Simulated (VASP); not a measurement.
Crystal: AlGa3N2.

```xyz
6
Lattice="3.1099 0.0000 0.0000 -1.5549 2.6932 0.0000 0.0000 0.0000 10.0890" Properties=species:S:1:pos:R:3 pbc="T T T"
Al    0.0000    0.0000    0.0000
Ga    1.5549    0.8977    7.2930
Ga    0.0000    1.7955    2.7960
Ga    0.0000    0.0000    5.0445
N     1.5549    0.8977    9.1150
N     0.0000    1.7955    0.9740
```

The cell was built by a generator and needn't be a form met in nature.

```yaml
Program: VASP 6.6.1
Task: relaxation of cell and atoms
Functional: PBE
Potentials_or_basis: VASP PAW PBE potentials, release 64 (Al, Ga_d, N)
Cutoff: 520 eV
k_mesh: 12 × 12 × 4
Occupations: gaussian, width 0.1 eV
Spin: no spin polarisation
```

At the start: pressure -1.1 GPa; volume 14.08 Å³/atom.

**Question.** Where does the relaxation end?

**Answer.** Over 17 steps the energy falls by 36.7 meV/atom and the volume is 13.76 Å³/atom (-2.3 %); space group P-3m1 (No. 164, to 0.05 Å).

The path:
```
step  energy change (eV)  largest force (eV/Å)  pressure (GPa)  volume (Å³)
   1              0.0000                0.4851           -1.12        84.50
   2             -0.0775                0.7064            0.49        83.29
   3             -0.1158                1.0483            2.75        81.98
   4             -0.1534                0.6815            2.01        82.20
   5             -0.1877                0.7341            0.61        82.68
   6             -0.2037                0.4585            0.17        83.02
   7             -0.2085                0.2017           -0.85        83.81
   8             -0.2122                0.1247           -0.53        83.50
   9             -0.2159                0.0662           -0.60        83.30
  10             -0.2190                0.1171           -0.56        82.85
  11             -0.2194                0.0870            0.18        82.31
  12             -0.2198                0.0364            0.00        82.53
  13             -0.2198                0.0392           -0.13        82.54
  14             -0.2198                0.0345           -0.04        82.54
  15             -0.2198                0.0236           -0.11        82.54
  16             -0.2199                0.0161           -0.09        82.55
  17             -0.2199                0.0019           -0.03        82.56
```

Final structure:
```
Al Ga N
1.0
     3.17354    0.00000    0.00000
    -1.58677    2.74837    0.00000
     0.00000    0.00000    9.46530
Al Ga N
1 3 2
Direct
  0.00000 0.00000 0.00000
  0.66667 0.33333 0.70691
  0.33333 0.66667 0.29309
  0.00000 0.00000 0.50000
  0.66667 0.33333 0.89734
  0.33333 0.66667 0.10266
```
